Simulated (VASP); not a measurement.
# Al3Si2F (P4mm) in VASP: a series of runs

One crystal, Al3Si2F, is run at these levels: PBE, r2SCAN; tasks: relaxation of cell and atoms, single point.

Program: VASP 6.6.1. These are calculated values, not measurements. Logs are shortened: lines on timing, memory, paths and dates and some standing lists are left out, and cuts for length are marked.

### Step 1. The crystal as given

The structure is tetragonal, space group P4mm (No. 99). The conventional cell has a = 4.282 Å, b = 4.282 Å, c = 5.628 Å, α = 90.00°, β = 90.00°, γ = 90.00°. Around Al (site symmetry 2mm) lie 2 F at 2.15 Å. Around Al (site symmetry 4mm) lie 4 Si at 2.57 Å and 4 Al at 2.70 Å. Around Si (site symmetry 2mm) lie 3 Al at 2.56 to 2.57 Å. F (site symmetry 4mm) has 4 Al at 2.15 Å as nearest neighbours.

The cell was built by a generator and needn't be a form met in nature.

### Step 2. Relaxation of cell and atoms, PBE

The input, INCAR:

```
  ALGO = Normal
  EDIFF = 1E-6
  EDIFFG = -0.01
  ENCUT = 520
  GGA = PE
  IBRION = 2
  ISIF = 3
  ISMEAR = 0
  KPAR = 4
  LASPH = T
  LCHARG = F
  LREAL = F
  LWAVE = F
  NELM = 120
  NSW = 90
  PREC = Accurate
  SIGMA = 0.1
```

The input, KPOINTS:

```
k-points
0
Gamma
  8 8 6
```

The input, POSCAR:

```
Al3Si2F
1.0
    4.2820000000      0.0000000000      0.0000000000
    0.0000000000      4.2820000000      0.0000000000
    0.0000000000      0.0000000000      5.6280000000
Al Si F
3 2 1
Direct
    0.5000000000      0.0000000000      0.9237739900
    0.0000000000      0.5000000000      0.9237739900
    0.5000000000      0.5000000000      0.2169509600
    0.5000000000      0.0000000000      0.4689054700
    0.0000000000      0.5000000000      0.4689054700
    0.0000000000      0.0000000000      0.9548685100
```

Potentials or basis: VASP PAW PBE potentials, release 64 (Al, Si, F).

The run is started by

```console
> cat potpaw_PBE.64/Al/POTCAR potpaw_PBE.64/Si/POTCAR potpaw_PBE.64/F/POTCAR > POTCAR
> mpirun -np 4 vasp_std > vasp.out
```

OUTCAR:

```text
EDIFF = 1E-6
   EDIFFG = -0.01
   ENCUT = 520
   GGA = PE
   IBRION = 2
   ISIF = 3
   ISMEAR = 0
   LASPH = T
   LREAL = F
   NELM = 120
   NSW = 90
   PREC = Accurate

 ion  position               nearest neighbor table
   1  0.500  0.000  0.924-   6 2.15   6 2.15   4 2.56   3 2.70   3 2.70   2 3.03   2 3.03   2 3.03
                             2 3.03   4 3.07
   2  0.000  0.500  0.924-   6 2.15   6 2.15   5 2.56   3 2.70   3 2.70   1 3.03   1 3.03   1 3.03
                             1 3.03   5 3.07
   3  0.500  0.500  0.217-   4 2.57   5 2.57   4 2.57   5 2.57   1 2.70   1 2.70   2 2.70   2 2.70

   4  0.500  0.000  0.469-   1 2.56   3 2.57   3 2.57   5 3.03   5 3.03   5 3.03   5 3.03   1 3.07

   5  0.000  0.500  0.469-   2 2.56   3 2.57   3 2.57   4 3.03   4 3.03   4 3.03   4 3.03   2 3.07

   6  0.000  0.000  0.955-   1 2.15   2 2.15   2 2.15   1 2.15

  LATTYP: Found a simple tetragonal cell.
 ALAT       =     4.2820000000
 C/A-ratio  =     1.3143390939

  Lattice vectors:

 A1 = (   4.2820000000,   0.0000000000,   0.0000000000)
 A2 = (   0.0000000000,   4.2820000000,   0.0000000000)
 A3 = (   0.0000000000,   0.0000000000,   5.6280000000)

Analysis of symmetry for initial positions (statically):
=====================================================================
 Subroutine PRICEL returns:
 Original cell was already a primitive cell.

 Routine SETGRP: Setting up the symmetry group for a
 simple tetragonal supercell.

 Subroutine GETGRP returns: Found  8 space group operations
 (whereof  8 operations were pure point group operations)
 out of a pool of 16 trial point group operations.

The static configuration has the point symmetry C_4v.

Analysis of symmetry for dynamics (positions and initial velocities):
=====================================================================
 Subroutine PRICEL returns:
 Original cell was already a primitive cell.

 Routine SETGRP: Setting up the symmetry group for a
 simple tetragonal supercell.

 Subroutine GETGRP returns: Found  8 space group operations
 (whereof  8 operations were pure point group operations)
 out of a pool of 16 trial point group operations.

The dynamic configuration has the point symmetry C_4v.

 Subroutine INISYM returns: Found  8 space group operations
 (whereof  8 operations are pure point group operations),
 and found     1 'primitive' translations

----------------------------------------------------------------------------------------

                                     Primitive cell

  volume of cell :     103.1923

  direct lattice vectors                    reciprocal lattice vectors
     4.282000000  0.000000000  0.000000000     0.233535731  0.000000000  0.000000000
     0.000000000  4.282000000  0.000000000     0.000000000  0.233535731  0.000000000
     0.000000000  0.000000000  5.628000000     0.000000000  0.000000000  0.177683014

  length of vectors
     4.282000000  4.282000000  5.628000000     0.233535731  0.233535731  0.177683014

  position of ions in fractional coordinates (direct lattice)
     0.500000000  0.000000000  0.923773990
     0.000000000  0.500000000  0.923773990
     0.500000000  0.500000000  0.216950960
     0.500000000  0.000000000  0.468905470
     0.000000000  0.500000000  0.468905470
     0.000000000  0.000000000  0.954868510

  ion indices of the primitive-cell ions
   primitive index   ion index
                 1           1
                 2           2
                 3           3
                 4           4
                 5           5
                 6           6

----------------------------------------------------------------------------------------

 KPOINTS: k-points

Automatic generation of k-mesh.
 Grid dimensions read from file:
 generate k-points for:    8    8    6

 Generating k-lattice:

  Cartesian coordinates                     Fractional coordinates (reciprocal lattice)
     0.029191966  0.000000000  0.000000000     0.125000000  0.000000000  0.000000000
     0.000000000  0.029191966  0.000000000     0.000000000  0.125000000  0.000000000
     0.000000000  0.000000000  0.029613836     0.000000000  0.000000000  0.166666667

  Length of vectors
     0.029191966  0.029191966  0.029613836

  Shift w.r.t. Gamma in fractional coordinates (k-lattice)
     0.000000000  0.000000000  0.000000000

 Subroutine IBZKPT returns following result:
 ===========================================

 Found     60 irreducible k-points:

 Following reciprocal coordinates:
            Coordinates               Weight
  0.000000  0.000000  0.000000      1.000000
  0.125000  0.000000  0.000000      4.000000
  0.250000  0.000000  0.000000      4.000000
  0.375000  0.000000  0.000000      4.000000
  0.500000  0.000000  0.000000      2.000000
  0.125000  0.125000  0.000000      4.000000
[... 16 lines left out ...]
  0.375000  0.125000  0.166667     16.000000
  0.500000  0.125000  0.166667      8.000000
 [... further k-points ...]
[... 21 lines left out ...]
   NSW    =     90    number of steps for IOM
   IBRION =      2    ionic relax: 0-MD 1-quasi-New 2-CG
   NFREE  =      1    steps in history (QN), initial steepest desc. (CG)
   ISIF   =      3    stress and relaxation
   ISYM   =      2    0-nonsym 1-usesym 2-fastsym
   POTIM  = 0.5000    time-step for ionic-motion
   TEBEG  =    0.0;   TEEND  =   0.0 temperature during run
   PSTRESS=    0.0 pullay stress
   NELECT =      24.0000    total number of electrons
   NUPDOWN=      -1.0000    fix difference up-down
   EMIN   =  10.00;   EMAX   =-10.00  energy-range for DOS
   EFERMI =   0.00;   METHOD = LEGACY
   ISMEAR =     0;   SIGMA  =   0.10  broadening in eV -4-tet -1-fermi 0-gaus
   EFERMI_NEDOS =   21; number of points for ismear=-14 and -15
   IALGO  =     38    algorithm
   IMIX   =      4    mixing-type and parameters
     AMIX     =   0.40;   BMIX     =  1.00
     AMIX_MAG =   1.60;   BMIX_MAG =  1.00
  volume/ion in A,a.u.               =      17.20       116.06
  Fermi-wavevector in a.u.,A,eV,Ry     =   1.006768  1.902516 13.790620  1.013582
  Thomas-Fermi vector in A             =   2.139531
   LORBIT       =      0    0 simple, 1 ext, 2 COOP (PROOUT), +10 PAW based schemes
   GGA     = PE    functional components
   LHFCALC =     F    Hartree Fock is set to
   AEXX    =    0.0000 exact exchange contribution
   IVDW    =     0    specifies the selected vdW correction
   LEPSILON=     F    determine dielectric tensor
   LRPA    =     F    only Hartree local field effects (RPA)
 conjugate gradient relaxation of ions
 non-spin polarized calculation
 Gauss-broadening in eV      SIGMA  =   0.10
  energy-cutoff  :      520.00
  volume of cell :      103.19
 maximum number of plane-waves:      2812
 NGX is ok and might be reduce to    32
   NGX = 15   NGY = 15   NGZ = 21

--------------------------------------- Ionic step        1  -------------------------------------------

 number of electron      23.9999988 magnetization

 Free energy of the ion-electron system (eV)
  ---------------------------------------------------
  ext. energy  EPLUGINS =         0.00000000
  ---------------------------------------------------
  free energy    TOTEN  =       -25.28949089 eV

  energy without entropy =      -25.27645211  energy(sigma->0) =      -25.28297150

------------------------ aborting loop because EDIFF is reached ----------------------------------------

  FORCE on cell =-STRESS in cart. coord.  units (eV):
  Direction    XX          YY          ZZ          XY          YZ          ZX
  --------------------------------------------------------------------------------------
  -------------------------------------------------------------------------------------
  Total        0.6255485      0.6255485     -1.2472965      0.0000000      0.0000000      0.0000000
  in kB        9.7123460      9.7123460    -19.3656859      0.0000000      0.0000000      0.0000000
  external PRESSURE =       0.0196687 kB  Pullay stress =       0.0000000 kB
[... 101 lines left out ...]
  FREE ENERGIE OF THE ION-ELECTRON SYSTEM (eV)
  ---------------------------------------------------
  free  energy   TOTEN  =       -25.3044310670 eV

  energy  without entropy=      -25.2904479225  energy(sigma->0) =      -25.29743949

[... ionic steps 4 to 10 ...]

--------------------------------------- Ionic step       11  -------------------------------------------

 number of electron      24.0000010 magnetization

------------------------ aborting loop because EDIFF is reached ----------------------------------------
[... 75 lines left out ...]
--------------------------------------- Ionic step       13  -------------------------------------------

 number of electron      24.0000010 magnetization

 Free energy of the ion-electron system (eV)
  ---------------------------------------------------
  ext. energy  EPLUGINS =         0.00000000
  ---------------------------------------------------
  free energy    TOTEN  =       -25.32896521 eV

  energy without entropy =      -25.31560417  energy(sigma->0) =      -25.32228469

 E-fermi :   6.3322     XC(G=0):  -9.7466

 val. band max:        6.3272823073   @ k =   0.5000   0.1250   0.5000
 cond. band min:       6.3345980495   @ k =   0.1250   0.0000   0.5000
 fundamental gap:      0.0073157422
 Fermi energy:         6.3322005235

 k-point     1 :       0.0000    0.0000    0.0000
  band No.  band energies     occupation
      1     -19.2050      2.00000
      2      -4.4383      2.00000
      3      -1.7319      2.00000
      4      -1.7319      2.00000
      5      -0.7995      2.00000
      6       0.6526      2.00000
[... 433 lines left out ...]
      3      -2.3716      2.00000
      4      -1.5344      2.00000
      5      -1.4877      2.00000
      6      -0.3430      2.00000
[... 8 lines left out ...]
     15       8.1182      0.00000
     16       9.5951      0.00000

 [... further k-points ...]

------------------------ aborting loop because EDIFF is reached ----------------------------------------

  FORCE on cell =-STRESS in cart. coord.  units (eV):
  Direction    XX          YY          ZZ          XY          YZ          ZX
  --------------------------------------------------------------------------------------
  -------------------------------------------------------------------------------------
  Total        0.0102586      0.0102586      0.0501366      0.0000000     -0.0000000      0.0000000
  in kB        0.1589466      0.1589466      0.7768143      0.0000000     -0.0000000      0.0000000
  external PRESSURE =       0.3649025 kB  Pullay stress =       0.0000000 kB
[... 21 lines left out ...]
  FREE ENERGIE OF THE ION-ELECTRON SYSTEM (eV)
  ---------------------------------------------------
  free  energy   TOTEN  =       -25.3289652091 eV

  energy  without entropy=      -25.3156041731  energy(sigma->0) =      -25.32228469

 reached required accuracy - stopping structural energy minimisation
```

Run time: 69 s. Hardware: 4 MPI ranks of Intel Xeon 6975P-C (Granite Rapids), shared host; peak memory 0.28 GiB.

What came out:

```
Free energy                            : -25.3290 eV
Relaxed volume                         : 17.23 Å³/atom
Relaxed cell                           : a = 4.393 Å, b = 4.393 Å, c = 5.358 Å, α = 90.00°, β = 90.00°, γ = 90.00°
Space group after relaxing (to 0.05 Å) : P4mm (No. 99)
Energy gained by relaxing              : 6.6 meV/atom
Ionic steps                            : 13
Pressure after relaxing                : 0.0 GPa
Largest force after relaxing           : 0.007 eV/Å
Band gap on the k mesh                 : none (metal or under the smearing width)
```

Forces in eV/Å, atoms in the order of the input:
```
Al   0.000  0.000  0.004
Al   0.000  0.000  0.004
Al   0.000  0.000  0.002
Si   0.000  0.000 -0.007
Si   0.000  0.000 -0.007
F    0.000  0.000  0.002
```

Step by step:
| step | energy change (eV) | largest force (eV/Å) | pressure (GPa) | volume (Å³) |
| --- | --- | --- | --- | --- |
| 1 | 0.0000 | 0.0900 | 0.00 | 103.19 |
| 2 | -0.0135 | 0.0864 | -0.03 | 103.19 |
| 3 | -0.0149 | 0.1679 | 0.01 | 103.18 |
| 4 | -0.0204 | 0.1462 | 0.01 | 103.20 |
| 5 | -0.0335 | 0.0818 | 0.04 | 103.25 |
| 6 | -0.0358 | 0.1299 | 0.20 | 103.26 |
| 7 | -0.0387 | 0.0331 | 0.13 | 103.26 |
| 8 | -0.0391 | 0.0475 | 0.16 | 103.27 |
| 9 | -0.0391 | 0.0509 | 0.13 | 103.27 |
| 10 | -0.0391 | 0.0198 | -0.25 | 103.83 |
| 11 | -0.0394 | 0.0220 | -0.05 | 103.55 |
| 12 | -0.0394 | 0.0213 | -0.06 | 103.56 |
| 13 | -0.0395 | 0.0069 | 0.04 | 103.41 |

Final structure:
```xyz
6
Lattice="4.3933 0.0000 0.0000 0.0000 4.3933 0.0000 0.0000 0.0000 5.3576" Properties=species:S:1:pos:R:3 pbc="T T T"
Al    2.1966    0.0000    4.9925
Al    0.0000    2.1966    4.9925
Al    2.1966    2.1966    1.1945
Si    2.1966    0.0000    2.4610
Si    0.0000    2.1966    2.4610
F     4.3933    0.0000    5.0993
```

Levels at points of the mesh, in eV from the Fermi level:
| k point | band 8 | band 9 | band 10 | band 11 | band 12 | band 13 | band 14 | band 15 | band 16 |
| --- | --- | --- | --- | --- | --- | --- | --- | --- | --- |
| (0.00, 0.00, 0.00) | -4.13 | -3.05 | -3.05 | -1.05 | 0.75 | 1.01 | 1.45 | 1.45 | 2.86 |
| (0.50, 0.00, 0.00) | -3.12 | -2.87 | -2.55 | -2.52 | -1.63 | -0.05 | 0.46 | 1.75 | 3.67 |
| (0.50, 0.50, 0.00) | -3.59 | -3.07 | -3.07 | -2.84 | -1.01 | -1.01 | 0.18 | 2.46 | 3.72 |
| (0.00, 0.00, 0.50) | -2.96 | -2.96 | -2.95 | -0.42 | 0.04 | 0.04 | 0.96 | 1.63 | 3.42 |
| (0.50, 0.00, 0.50) | -5.15 | -2.10 | -1.49 | -0.54 | -0.13 | 0.03 | 0.56 | 2.15 | 2.48 |
| (0.50, 0.50, 0.50) | -4.45 | -3.81 | -3.81 | -2.90 | 0.37 | 2.48 | 2.48 | 3.93 | 3.93 |

### Step 3. Relaxation of cell and atoms, PBE

This run uses another cell than the first one, of 17.23 Å³/atom, 1.002 times its volume.

The input, INCAR:

```
  ALGO = Normal
  EDIFF = 1E-7
  EDIFFG = -0.005
  ENCUT = 520
  GGA = PE
  IBRION = 2
  ISIF = 3
  ISMEAR = 0
  KPAR = 4
  LASPH = T
  LCHARG = F
  LREAL = F
  LWAVE = F
  NELM = 120
  NSW = 60
  POTIM = 0.3
  PREC = Accurate
  SIGMA = 0.1
```

KPOINTS is that of step 2.

The input, POSCAR:

```
Al3Si2F                                 
1.0
    4.3932950594      0.0000000000      0.0000000000
    0.0000000000      4.3932950594     -0.0000000000
    0.0000000000     -0.0000000000      5.3575624773
  Al              Si              F             
     3     2     1
Direct
     0.5000000000000000    0.0000000000000000    0.9318596099970995
     0.0000000000000000    0.5000000000000000    0.9318596099970995
     0.5000000000000000    0.5000000000000000    0.2229565555596586
     0.5000000000000000    0.0000000000000000    0.4593580262289084
     0.0000000000000000    0.5000000000000000    0.4593580262289084
     1.0000000000000000    0.0000000000000000    0.9517865619883290
```

Potentials or basis: VASP PAW PBE potentials, release 64 (Al, Si, F).

The run is started by

```console
> cat potpaw_PBE.64/Al/POTCAR potpaw_PBE.64/Si/POTCAR potpaw_PBE.64/F/POTCAR > POTCAR
> mpirun -np 4 vasp_std > vasp.out
```

It took 18 s on 4 MPI ranks of Intel Xeon 6975P-C (Granite Rapids), shared host; peak memory 0.28 GiB.

Results (log left out):

```yaml
Free_energy: -25.3297 eV
Relaxed_volume: 17.24 Å³/atom
Relaxed_cell: a = 4.394 Å, b = 4.394 Å, c = 5.359 Å, α = 90.00°, β = 90.00°, γ = 90.00°
Space_group_after_relaxing_to_0.05_Å: P4mm (No. 99)
Energy_gained_by_relaxing: 0.0 meV/atom
Ionic_steps: 2
Pressure_after_relaxing: 0.0 GPa
Largest_force_after_relaxing: 0.005 eV/Å
Band_gap_on_the_k_mesh: none (metal or under the smearing width)
```

Forces on the atoms (eV/Å):
```
Al   0.000  0.000  0.003
Al   0.000  0.000  0.003
Al   0.000  0.000  0.002
Si   0.000  0.000 -0.005
Si   0.000  0.000 -0.005
F    0.000  0.000  0.002
```

Final structure:
```
Al Si F
1.0
     4.39386    0.00000    0.00000
     0.00000    4.39386    0.00000
     0.00000    0.00000    5.35856
Al Si F
3 2 1
Direct
  0.50000 0.00000 0.93188
  0.00000 0.50000 0.93188
  0.50000 0.50000 0.22297
  0.50000 0.00000 0.45932
  0.00000 0.50000 0.45932
  0.00000 0.00000 0.95180
```

Levels at points of the mesh, in eV from the Fermi level:
```tsv
k point	band 9	band 10	band 11	band 12	band 13	band 14	band 15	band 16
(0.00, 0.00, 0.00)	-3.05	-3.05	-1.05	0.75	1.01	1.45	1.45	2.86
(0.50, 0.00, 0.00)	-2.87	-2.55	-2.52	-1.63	-0.05	0.46	1.74	3.66
(0.50, 0.50, 0.00)	-3.07	-3.07	-2.84	-1.01	-1.01	0.18	2.46	3.72
(0.00, 0.00, 0.50)	-2.96	-2.95	-0.42	0.04	0.04	0.96	1.63	3.42
(0.50, 0.00, 0.50)	-2.10	-1.49	-0.54	-0.13	0.04	0.56	2.15	2.48
(0.50, 0.50, 0.50)	-3.81	-3.81	-2.90	0.37	2.48	2.48	3.93	3.93
```

### Step 4. Single point, r2SCAN

This run uses another cell than the first one, of 17.24 Å³/atom, 1.003 times its volume.

The input, INCAR:

```
SYSTEM = Al3Si2F
  PREC = Accurate
  ENCUT = 520
  EDIFF = 1E-6
  ISMEAR = 0
  SIGMA = 0.1
  LREAL = .False.
  LASPH = .True.
  NELM = 150
  ALGO = Normal
  ISIF = 2
  LWAVE = .False.
  LCHARG = .False.
  METAGGA = R2SCAN
  LMIXTAU = .True.
  NBANDS = 21
  KPAR = 4
```

The input, KPOINTS:

```
Automatic mesh
0
Gamma
  8 8 6
  0 0 0
```

The input, POSCAR:

```
Al3Si2F                                 
1.0
    4.3938557574      0.0000000000      0.0000000000
    0.0000000000      4.3938557574      0.0000000000
    0.0000000000     -0.0000000000      5.3585595626
  Al              Si              F             
     3     2     1
Direct
     0.5000000000000000    1.0000000000000000    0.9318840545054110
     0.0000000000000000    0.5000000000000000    0.9318840545054110
     0.5000000000000000    0.5000000000000000    0.2229691366760483
     0.5000000000000000    0.0000000000000000    0.4593197912617932
     0.0000000000000000    0.5000000000000000    0.4593197912617932
     0.0000000000000000    1.0000000000000000    0.9518015617895318
```

The run is started by

```console
> cat potpaw_PBE.64/Al/POTCAR potpaw_PBE.64/Si/POTCAR potpaw_PBE.64/F/POTCAR > POTCAR
> mpirun -np 4 vasp_std > vasp.out
```

It took 70 s on 4 MPI ranks of Intel Xeon 6975P-C (Granite Rapids), shared host; peak memory 0.3 GiB.

The run converged. Its results:

* Free energy: -42.1788 eV
* Pressure: -1.9 GPa
* Largest force: 0.070 eV/Å
* Band gap on the k mesh: none (metal or under the smearing width)

Forces in eV/Å, atoms in the order of the input:
```
Al   0.000  0.000  0.070
Al   0.000  0.000  0.070
Al   0.000  0.000  0.005
Si   0.000  0.000 -0.056
Si   0.000  0.000 -0.056
F    0.000  0.000 -0.032
```

Stress tensor (GPa, compression positive):
```
-1.64  0.00  0.00
 0.00 -1.64  0.00
 0.00  0.00 -2.49
```

Levels at points of the mesh, in eV from the Fermi level:
```csv
k point,band 10,band 11,band 12,band 13,band 14,band 15
"(0.00, 0.00, 0.00)",-3.31,-1.22,0.96,1.40,1.46,1.46
"(0.50, 0.00, 0.00)",-2.73,-2.59,-1.69,-0.10,0.59,1.78
"(0.50, 0.50, 0.00)",-3.31,-3.10,-1.02,-1.02,0.31,2.80
"(0.00, 0.00, 0.50)",-3.06,-0.52,-0.01,-0.01,1.23,1.70
"(0.50, 0.00, 0.50)",-1.52,-0.65,-0.17,-0.01,0.60,2.30
"(0.50, 0.50, 0.50)",-4.13,-3.14,0.61,2.60,2.60,4.22
```

Caveat: the PAW data sets were made with another functional, which shifts forces and pressure a little.
